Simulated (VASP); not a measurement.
Output of a VASP run:

**OSZICAR**
```
...
DAV:   7    -0.239960449082E+02    0.12687E-05   -0.49000E-06  5048   0.152E-02    0.413E-03
DAV:   8    -0.239960449400E+02   -0.31719E-07   -0.58954E-07  2794   0.540E-03
   9 F= -.22098462E+02 E0= -.22098513E+02  d E =-.438883E-02
       N       E                     dE             d eps       ncg     rms          rms(c)
DAV:   1    -0.240070670798E+02   -0.11022E-01   -0.21860E-01  4706   0.282E+00    0.413E-01
DAV:   2    -0.240067048525E+02    0.36223E-03   -0.13422E-02  5834   0.850E-01    0.147E-01
DAV:   3    -0.240060655828E+02    0.63927E-03   -0.96578E-04  5356   0.216E-01    0.683E-02
DAV:   4    -0.240059708170E+02    0.94766E-04   -0.39634E-04  5732   0.127E-01    0.233E-02
DAV:   5    -0.240059699507E+02    0.86633E-06   -0.28392E-05  5252   0.378E-02    0.174E-02
DAV:   6    -0.240059694286E+02    0.52211E-06   -0.24047E-06  3848   0.108E-02
  10 F= -.22100885E+02 E0= -.22100913E+02  d E =-.681127E-02
       N       E                     dE             d eps       ncg     rms          rms(c)
DAV:   1    -0.240175209315E+02   -0.11551E-01   -0.34347E-01  4658   0.337E+00    0.307E-01
DAV:   2    -0.240167714564E+02    0.74948E-03   -0.16104E-02  5846   0.923E-01    0.169E-01
DAV:   3    -0.240158735000E+02    0.89796E-03   -0.17610E-03  5444   0.249E-01    0.454E-02
DAV:   4    -0.240158536252E+02    0.19875E-04   -0.19305E-04  5618   0.964E-02    0.244E-02
DAV:   5    -0.240158511814E+02    0.24438E-05   -0.16949E-05  5504   0.264E-02    0.106E-02
DAV:   6    -0.240158506502E+02    0.53120E-06   -0.29221E-06  4544   0.111E-02
  11 F= -.22104116E+02 E0= -.22104172E+02  d E =-.323147E-02
       N       E                     dE             d eps       ncg     rms          rms(c)
DAV:   1    -0.240179692813E+02   -0.21181E-02   -0.27098E-02  4652   0.946E-01    0.854E-02
DAV:   2    -0.240179116538E+02    0.57627E-04   -0.12760E-03  5850   0.260E-01    0.466E-02
DAV:   3    -0.240178427196E+02    0.68934E-04   -0.13795E-04  5452   0.697E-02    0.127E-02
DAV:   4    -0.240178412491E+02    0.14705E-05   -0.15000E-05  5612   0.269E-02    0.687E-03
DAV:   5    -0.240178410442E+02    0.20492E-06   -0.11846E-06  3200   0.739E-03
  12 F= -.22104275E+02 E0= -.22104343E+02  d E =-.339005E-02
       N       E                     dE             d eps       ncg     rms          rms(c)
DAV:   1    -0.240113097707E+02    0.65315E-02   -0.28688E-02  4664   0.101E+00    0.143E-01
DAV:   2    -0.240111042871E+02    0.20548E-03   -0.16422E-03  5768   0.290E-01    0.899E-02
DAV:   3    -0.240109519472E+02    0.15234E-03   -0.22112E-04  4964   0.887E-02    0.199E-02
DAV:   4    -0.240109447141E+02    0.72331E-05   -0.21880E-05  5708   0.300E-02    0.945E-03
DAV:   5    -0.240109441220E+02    0.59210E-06   -0.83970E-07  3040   0.694E-03
  13 F= -.22104300E+02 E0= -.22104357E+02  d E =-.253174E-04
       N       E                     dE             d eps       ncg     rms          rms(c)
DAV:   1    -0.240143958268E+02   -0.34511E-02   -0.63732E-03  4676   0.476E-01    0.679E-02
DAV:   2    -0.240143499507E+02    0.45876E-04   -0.36207E-04  5762   0.136E-01    0.431E-02
DAV:   3    -0.240143159193E+02    0.34031E-04   -0.49382E-05  4940   0.419E-02    0.953E-03
DAV:   4    -0.240143143245E+02    0.15948E-05   -0.48559E-06  5468   0.141E-02    0.438E-03
DAV:   5    -0.240143141953E+02    0.12922E-06   -0.18095E-07  2530   0.324E-03
  14 F= -.22104405E+02 E0= -.22104468E+02  d E =-.129913E-03
```

OUTCAR:
```
------------------------ aborting loop because EDIFF is reached ----------------------------------------
  FORCE on cell =-STRESS in cart. coord.  units (eV):
  Direction    XX          YY          ZZ          XY          YZ          ZX
  --------------------------------------------------------------------------------------
  Total        1.8938262      1.9438119      1.9384412      0.0000000      0.0000000      0.0000000
  in kB       49.5789550     50.8875433     50.7469436      0.0000000      0.0000000      0.0000000
  external PRESSURE =       0.4044806 kB  Pullay stress =      50.0000000 kB
  volume of cell :       61.20
      direct lattice vectors                 reciprocal lattice vectors
     1.666396915 -4.868955029  0.000000000     0.300048563 -0.102691439 -0.000000000
     1.666396915  4.868955029 -0.000000000     0.300048563  0.102691439  0.000000000
     0.000000000 -0.000000000  3.771456576     0.000000000  0.000000000  0.265149546
 POSITION                                       TOTAL-FORCE (eV/Angst)
 -----------------------------------------------------------------------------------
      1.66640      3.77688      3.56077         0.000000     -0.004478      0.016960
      1.66640      1.09207      1.67504         0.000000      0.004478      0.016960
      1.66640     -1.09207      2.09642         0.000000     -0.004478     -0.016960
      1.66640     -3.77688      0.21069         0.000000      0.004478     -0.016960
 -----------------------------------------------------------------------------------
    total drift:                                0.000000      0.000000      0.000000
  FREE ENERGIE OF THE ION-ELECTRON SYSTEM (eV)
  ---------------------------------------------------
  free  energy   TOTEN  =       -24.0143141953 eV

  energy  without entropy=      -24.0145021028  energy(sigma->0) =      -24.01437683
  enthalpy is  TOTEN    =       -22.1044048864 eV   P V=        1.9099093089

 reached required accuracy - stopping structural energy minimisation
```
(Selected blocks of OUTCAR.)

**POSCAR**
```
P
1
    1.6521020604    -5.0718239890     0.0000000000
    1.6521020604     5.0718239890     0.0000000000
    0.0000000000     0.0000000000     4.1334420959
P
4
Direct
  0.1065589754   0.8934410246   0.9283129538
  0.3934410246   0.6065589754   0.4283129538
  0.6065589754   0.3934410246   0.5716870462
  0.8934410246   0.1065589754   0.0716870462
```

Q: Write an INCAR and KPOINTS that could have produced this output.

A: Several could match; the one computed here: the input of the run itself, LDA (Ceperley-Alder, Perdew-Zunger), plane waves, VASP's LDA PAW potentials (set 64).

### INCAR
```
! general
SYSTEM  = P
PREC    = Accurate
ENCUT   = 500
LREAL   = .FALSE.
LASPH   = .TRUE.

! electronic loop
EDIFF   = 1E-6
NELM    = 100
ALGO    = Normal

! smearing
ISMEAR  = 1
SIGMA   = 0.1

! ions
IBRION  = 2
NSW     = 40
ISIF    = 3
EDIFFG  = -0.02
PSTRESS = 50

! output
LWAVE   = .FALSE.
LCHARG  = .FALSE.
```

KPOINTS:
```
Automatic mesh
0
Gamma
10 10 8
0 0 0
```

POTCAR, in this order: P (LDA.64 set). Program: vasp_std.

Energy and stress use the plane-wave basis of the starting cell.

The compound is P in the black structure. This run relaxes it under an external pressure of 5 GPa. Symmetry was kept, so distortions that lower it aren't found.
